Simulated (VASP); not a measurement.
# Ni(111): what the settings do to the level below the vacuum, part 6 of 6

Aim: find which settings matter for a slab model of Ni(111), and what they cost.

VASP 6.6.1, plane waves and PAW; the level of theory is named at each step.

Still holding for the runs below: The magnetic state follows from one typed start and may not be the lowest.

So far, highest filled level below the vacuum (eV): step 2 (the base run, PBE) 5.04; step 11 (a lower cutoff, ENCUT 210, PBE) 5.12; step 12 (a lower cutoff, ENCUT 280, PBE) 5.03; step 13 (another smearing width, SIGMA 0.02, PBE) 5.05; step 16 (another level, functional LDA, disp none) 5.46.

## Step 19: Another level, functional optB88-vdW, disp nonlocal

This step: optB88-vdW, spin-polarised from a ferromagnetic start; plane waves and PAW (Ni) (VASP 6.6.1).

INCAR

```
SYSTEM = Ni
PREC = Normal
ENCUT = 350
EDIFF = 1E-06
NELM = 120
ISMEAR = 1
SIGMA = 0.1
LREAL = .FALSE.
ALGO = Normal
GGA = BO
AGGAC = 0
LUSE_VDW = .TRUE.
PARAM1 = 0.1833333333
PARAM2 = 0.22
LASPH = .TRUE.
NBANDS = 46
ISPIN = 2
MAGMOM = 1 1 1 1 1 1 1
LMAXMIX = 4
LORBIT = 11
LWAVE = .FALSE.
LCHARG = .FALSE.
KPAR = 4
IDIPOL = 3
LDIPOL = .TRUE.
DIPOL = 0.5 0.5 0.5
LVHAR = .TRUE.
LVACPOTAV = .TRUE.
```

POSCAR

```
Ni
1.0
    2.4890158698      0.0000000000      0.0000000000
    1.2445079349      2.1555509736      0.0000000000
    0.0000000000      0.0000000000     30.1936376853
Ni
7
Direct
    0.0000000000      0.0000000000      0.2980760415
    0.3333333333      0.3333333333      0.3653840277
    0.6666666667      0.6666666667      0.4326920138
    0.0000000000      0.0000000000      0.5000000000
    0.3333333333      0.3333333333      0.5673079862
    0.6666666667      0.6666666667      0.6346159723
    0.0000000000      0.0000000000      0.7019239585
```

KPOINTS

```
Automatic mesh
0
Gamma
12 12 1
0 0 0
```

The projector-augmented-wave data sets are Ni (PBE family, release 64).

Launch:

```console
$ mpirun -np 4 vasp_std
```

The program printed:

```text
[banner, memory and clock lines left out]
running    4 mpi-ranks, on    1 nodes
[...]
|                                                                             |
|               ----> ADVICE to this user running VASP <----                  |
|                                                                             |
|     You have switched on vdW-DFT.                                           |
|     This routine was written and supplied by Jiri Klimes. We recommend      |
|     that you carefully read and cite the following publications:            |
|       J. Klimes, D.R. Bowler, A. Michelides                                 |
|          J. Phys.: Cond Matt. 22 022201 (2010)                              |
|       J. Klimes, D.R. Bowler, A. Michelides                                 |
|          Phys. Rev. B. 83, 195131 (2011)                                    |
|     and references therein.                                                 |
|                                                                             |

 [... a notice as in an earlier step ...]

 LDA part: xc-table for (Slater+PW92), standard interpolation
 POSCAR, INCAR and KPOINTS ok, starting setup
[...]
entering main loop
       N       E                     dE             d eps       ncg     rms          rms(c)
DAV:   1     0.465203498973E+03    0.46520E+03   -0.25241E+04  3504   0.136E+03
DAV:   2     0.121182402449E+02   -0.45309E+03   -0.43357E+03  3502   0.326E+02
DAV:   3    -0.224112966651E+02   -0.34530E+02   -0.32311E+02  3748   0.124E+02
DAV:   4    -0.230518263718E+02   -0.64053E+00   -0.63522E+00  3884   0.187E+01
[...]
DAV:  67    -0.172426474544E+02    0.39622E-05   -0.54788E-06  3022   0.141E-02    0.291E-04
DAV:  68    -0.172426485783E+02   -0.11239E-05   -0.60225E-06  2770   0.127E-02    0.267E-04
DAV:  69    -0.172426477574E+02    0.82088E-06   -0.65533E-06  2784   0.133E-02
 [... a notice as in an earlier step ...]

   1 F= -.17242648E+02 E0= -.17242128E+02  d E =-.155863E-02  mag=     4.4283
```

It took 6.8 min on 4 MPI ranks of Intel Xeon Platinum 8488C (Sapphire Rapids), shared host; peak memory 1.6 GiB; 27 min of CPU time.

From OUTCAR (step 19):

```text
  Total       -2.6337479     -2.6337479     -1.5219123     -0.0000000      0.0000000      0.0000000
  in kB      -26.0485394    -26.0485394    -15.0521589     -0.0000000      0.0000000      0.0000000
  external PRESSURE =     -22.3830792 kB  Pullay stress =       0.0000000 kB

 POSITION                                       TOTAL-FORCE (eV/Angst)
 -----------------------------------------------------------------------------------
      0.00000      0.00000      9.00000         0.000000     -0.000000      0.216234
      1.24451      0.71852     11.03227         0.000000      0.000000     -0.107937
      2.48902      1.43703     13.06455         0.000000     -0.000000     -0.058204
      0.00000      0.00000     15.09682         0.000000     -0.000000      0.000000
      1.24451      0.71852     17.12909        -0.000000     -0.000000      0.058204
      2.48902      1.43703     19.16136        -0.000000     -0.000000      0.107937
      0.00000      0.00000     21.19364        -0.000000     -0.000000     -0.216234
 -----------------------------------------------------------------------------------
    total drift:                                0.000000      0.000000      0.000000

  FREE ENERGIE OF THE ION-ELECTRON SYSTEM (eV)
  ---------------------------------------------------
  free  energy   TOTEN  =       -17.2426477574 eV

  energy  without entropy=      -17.2410891266  energy(sigma->0) =      -17.24212821

 magnetization (x)
# of ion       s       p       d       tot
------------------------------------------
    1       -0.005  -0.022   0.658   0.631
    2       -0.008  -0.024   0.701   0.669
    3       -0.005  -0.023   0.665   0.637
    4       -0.008  -0.024   0.662   0.630
    5       -0.005  -0.023   0.665   0.637
    6       -0.008  -0.024   0.701   0.669
    7       -0.005  -0.022   0.658   0.631
--------------------------------------------------
tot         -0.045  -0.162   4.712   4.505

[... 2 parts as in an earlier step ...]

[... 1 further part left out ...]
[key lines of the parts left out:]
E-fermi :   1.5531
```

Spin moment in the PAW sphere by atom:

```csv
atom,spin moment in the PAW sphere (μB)
Ni1,0.631
Ni2,0.669
Ni3,0.637
Ni4,0.630
Ni5,0.637
Ni6,0.669
Ni7,0.631
```

Against the base run its depth below the vacuum changes by +0.26 eV.

## Step 20: Another level, functional r2SCAN, disp none

This step: r2SCAN, spin-polarised from a ferromagnetic start; plane waves and PAW (Ni) (VASP 6.6.1).

INCAR: that of step 19 with these lines changed.

```diff
@@ -9,7 +9,3 @@
 ALGO = Normal
-GGA = BO
-AGGAC = 0
-LUSE_VDW = .TRUE.
-PARAM1 = 0.1833333333
-PARAM2 = 0.22
+METAGGA = R2SCAN
 LASPH = .TRUE.
```

POSCAR is that of step 19.

KPOINTS is that of step 19.

Launch:

```console
$ mpirun -np 4 vasp_std
```

The program printed:

```text
[banner, memory and clock lines left out]
running    4 mpi-ranks, on    1 nodes
[...]
[... a notice as in an earlier step ...]

 LDA part: xc-table for (None), standard interpolation
 POSCAR, INCAR and KPOINTS ok, starting setup
[...]
entering main loop
       N       E                     dE             d eps       ncg     rms          rms(c)
DAV:   1     0.409744676132E+03    0.40974E+03   -0.25843E+04  3528   0.139E+03
DAV:   2    -0.611221108187E+02   -0.47087E+03   -0.45096E+03  3514   0.335E+02
DAV:   3    -0.981315147614E+02   -0.37009E+02   -0.34822E+02  3676   0.131E+02
DAV:   4    -0.987655658358E+02   -0.63405E+00   -0.62780E+00  3918   0.192E+01
[...]
DAV:  50    -0.821542045433E+02   -0.13569E-04   -0.36228E-06  2870   0.143E-02    0.475E-04
DAV:  51    -0.821542031594E+02    0.13840E-05   -0.39964E-06  2916   0.147E-02    0.644E-04
DAV:  52    -0.821542041579E+02   -0.99858E-06   -0.33034E-06  2766   0.124E-02
 [... a notice as in an earlier step ...]

   1 F= -.82154204E+02 E0= -.82154752E+02  d E =0.164258E-02  mag=     5.2921
```

The job ended after 7.3 min (4 MPI ranks; peak memory 1 GiB; 29 min of CPU time).

Parts of OUTCAR (step 20):

```text
  Total       -4.8969316     -4.8969316     -3.6312917      0.0000000      0.0000000     -0.0000000
  in kB      -48.4320905    -48.4320905    -35.9145403      0.0000000      0.0000000     -0.0000000
  external PRESSURE =     -44.2595737 kB  Pullay stress =       0.0000000 kB

 POSITION                                       TOTAL-FORCE (eV/Angst)
 -----------------------------------------------------------------------------------
      0.00000      0.00000      9.00000        -0.000000     -0.000000      0.309345
      1.24451      0.71852     11.03227         0.000000      0.000000     -0.143269
      2.48902      1.43703     13.06455         0.000000     -0.000000     -0.052576
      0.00000      0.00000     15.09682        -0.000000      0.000000      0.000000
      1.24451      0.71852     17.12909        -0.000000      0.000000      0.052576
      2.48902      1.43703     19.16136        -0.000000     -0.000000      0.143269
      0.00000      0.00000     21.19364         0.000000      0.000000     -0.309345
 -----------------------------------------------------------------------------------
    total drift:                                0.000000      0.000000      0.000000

  FREE ENERGIE OF THE ION-ELECTRON SYSTEM (eV)
  ---------------------------------------------------
  free  energy   TOTEN  =       -82.1542041579 eV

  energy  without entropy=      -82.1558467427  energy(sigma->0) =      -82.15475169

 magnetization (x)
# of ion       s       p       d       tot
------------------------------------------
    1       -0.007  -0.040   0.857   0.810
    2       -0.007  -0.046   0.872   0.819
    3       -0.013  -0.047   0.789   0.730
    4       -0.011  -0.046   0.804   0.746
    5       -0.013  -0.047   0.789   0.730
    6       -0.007  -0.046   0.872   0.819
    7       -0.007  -0.040   0.857   0.810
--------------------------------------------------
tot         -0.064  -0.311   5.839   5.464

[... 2 parts as in an earlier step ...]

[... 1 further part left out ...]
[key lines of the parts left out:]
E-fermi :   1.9048
```

SCAN-type functionals tend to overstate the moments of itinerant magnets.

Spin moment in the PAW sphere by atom:

```csv
atom,spin moment in the PAW sphere (μB)
Ni1,0.810
Ni2,0.819
Ni3,0.730
Ni4,0.746
Ni5,0.730
Ni6,0.819
Ni7,0.810
```

Against the base run its depth below the vacuum changes by -0.23 eV.

## Step 21: The series together

Times are for 4 MPI ranks of Intel Xeon Platinum 8488C (Sapphire Rapids), shared host. The runs compared:

```csv
no.,functional,highest filled level below the vacuum (eV),time,memory (GiB)
1,LDA,5.456,2 min,0.9
2,PBEsol,5.177,2.3 min,0.97
3,RPBE,4.856,2 min,0.98
4,optB88-vdW,5.301,6.8 min,1.6
5,r2SCAN,4.802,7.3 min,1.0
```

## Step 22: All runs together

This step: slab, study of settings, base PBE; plane waves and PAW (VASP 6.6.1).

This step runs nothing: it gathers the runs above.

This step gave:

```yaml
highest_filled_level_below_the_vacuum: 5.037 eV
```

Energies of other functionals are not comparable and are left out. All runs:

```csv
change from the base run,level below the vacuum (eV),shift (eV),energy change (meV/atom),core seconds
base,5.037,0,0,464
mesh 3 x 3,5.049,0.012,98.6,120
mesh 6 x 6,5.089,0.052,-15.3,204
mesh 18 x 18,5.045,0.008,-2.6,836.4
vacuum 5 A,-,-,-2.7,168
vacuum 8 A,-,-,-0.1,232
vacuum 24 A,5.049,0.012,0,640
cutoff 210 eV,5.12,0.083,272.1,332
cutoff 280 eV,5.027,-0.01,2.8,328
smearing 0.02 eV,5.046,0.009,0.2,512
smearing 0.4 eV,5.046,0.009,-2.5,464
LDA,5.456,0.419,-,472
PBEsol,5.177,0.14,-,556
RPBE,4.856,-0.181,-,476
optB88-vdW,5.301,0.264,-,1640
r2SCAN,4.802,-0.235,-,1748
```

## Step 23: Results

| Item | Value |
| --- | --- |
| highest filled level below the vacuum | 5.04 eV |

The base run puts the highest filled level 5.04 eV below the vacuum at the upper face. Among the meshes tried the largest shift is 0.05 eV (mesh 6 x 6, at 0.44 times the cost). The vacuum widths shift it by about 0.01 eV or less. Among the lower cutoffs the largest shift is 0.08 eV (cutoff 210 eV, at 0.72 times the cost). The smearing widths shift it by about 0.01 eV or less. With vacuum 5 A and vacuum 8 A the program printed no vacuum level, so no level is given there, and the line on vacuum widths holds for the others alone. The functionals span 0.65 eV, from r2SCAN to LDA. Where the program printed no vacuum level, the number is read from the planar average about a third of the way across the gap. The program warns that it found no field-free region at its default tolerance, also in runs whose level could not be checked against a flat part of the potential; that adds doubt to those levels. The thickness of the slab was not varied, and the small cell can't reconstruct. Costs come from a shared host, and the base run also writes a finer density of states, so small ratios mean little. All runs hold the atoms as cut and share one family of PAW data sets, so relaxation and each functional's own lattice are left out. LASPH is on in the runs with optB88-vdW and r2SCAN and off in those with LDA, PBE, PBEsol and RPBE, so these rows differ in more than the functional.

[Lines on the potential files, build, host, timing and source positions are cut from VASP's logs without a mark.]

[Logs are printed without paths, hosts, clocks, repeated set-up lines and the standing remarks that a program may print on its own settings, such as how far it seeks lower states.]

[Hosts, paths, dates, database ids (printed as entryN), source tags and the programs' standing remarks are cut or masked in the printed files.]

[In band tables of VASP the shares of atoms and orbitals are scaled to a sum of 1 inside the atoms' spheres.]

[Runs that stopped without an error message from VASP are left out.]
